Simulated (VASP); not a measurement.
Here is the system:

```
HgS
1.0
    0.00000     3.00027     3.00027
    3.00027     0.00000     3.00027
    3.00027     3.00027     0.00000
Hg S
1 1
Direct
  0.00000   0.00000   0.00000
  0.25000   0.25000   0.25000
```

Computed with PBE GGA, VASP's PBE PAW potentials (set 64) (plane waves; VASP). Run with 520 eV cut-off, 12×12×12 Γ-centred mesh, tetrahedra with Blöchl corrections, potentials Hg S.

Unless said otherwise, spin-orbit coupling is left out, though it shifts the bands of the heavy elements here.

Q: Tabulate the total density of states (states/eV per cell) against energy (eV; zero at the valence-band maximum or, without a gap, the Fermi level).

A: 
```
E (eV) | DOS (states/eV)
    -9.98 |  0.00
    -9.86 |  0.00
    -9.62 |  0.00
    -9.50 |  0.00
    -9.26 |  0.00
    -9.14 |  0.00
    -8.90 |  0.00
    -8.78 |  0.00
    -8.66 |  0.00
    -8.42 |  0.00
    -8.30 |  0.00
    -8.06 |  0.00
    -7.94 |  0.00
    -7.82 |  0.00
    -7.58 |  0.00
    -7.46 |  0.00
    -7.22 |  0.00
    -7.10 |  0.00
    -6.86 |  0.00
    -6.74 |  0.00
    -6.62 | ###### 3.33
    -6.38 | ########################### 14.2
    -6.26 | ############# 6.81
    -6.02 | ########## 5.40
    -5.90 | ############################## 15.6
    -5.78 | ##################### 10.8
    -5.54 | ###### 3.16
    -5.42 | ##### 2.46
    -5.18 |  0.00
    -5.06 |  0.00
    -4.82 | # 0.39
    -4.70 | ##### 2.37
    -4.58 | ##### 2.60
    -4.34 | ## 1.18
    -4.22 | ## 1.00
    -3.98 | # 0.73
    -3.86 | # 0.65
    -3.74 | # 0.59
    -3.50 | # 0.47
    -3.38 | # 0.42
    -3.14 | # 0.35
    -3.02 | # 0.32
    -2.78 |  0.25
    -2.66 |  0.23
    -2.54 | # 0.37
    -2.30 | #### 1.88
    -2.18 | ### 1.65
    -1.94 | #### 2.26
    -1.82 | #### 2.31
    -1.70 | #### 2.23
    -1.46 | #### 2.20
    -1.34 | #### 2.18
    -1.10 | #### 2.19
    -0.98 | #### 2.19
    -0.74 | ### 1.43
    -0.62 | ## 1.13
    -0.50 | ## 0.90
    -0.26 | # 0.55
    -0.14 | # 0.32
     0.10 |  0.00
     0.22 |  0.01
     0.34 |  0.01
     0.58 |  0.04
     0.70 |  0.05
     0.94 |  0.08
     1.06 |  0.11
     1.30 |  0.18
     1.42 |  0.23
     1.54 | # 0.32
     1.78 | # 0.65
     1.90 | # 0.66
     2.14 | # 0.74
     2.26 | # 0.78
     2.38 | ## 0.84
     2.62 | ## 0.94
     2.74 | ## 1.02
     2.98 | ### 1.34
     3.10 | ### 1.70
     3.34 | ## 0.95
     3.46 | # 0.54
```
Within 2 eV below the Fermi level the largest weight inside VASP's projection spheres is S p, then Hg d.

The compound is HgS in the zinc blende structure, metacinnabar; cinnabar is the stable form. It was relaxed first, which changed the volume by +8 %.
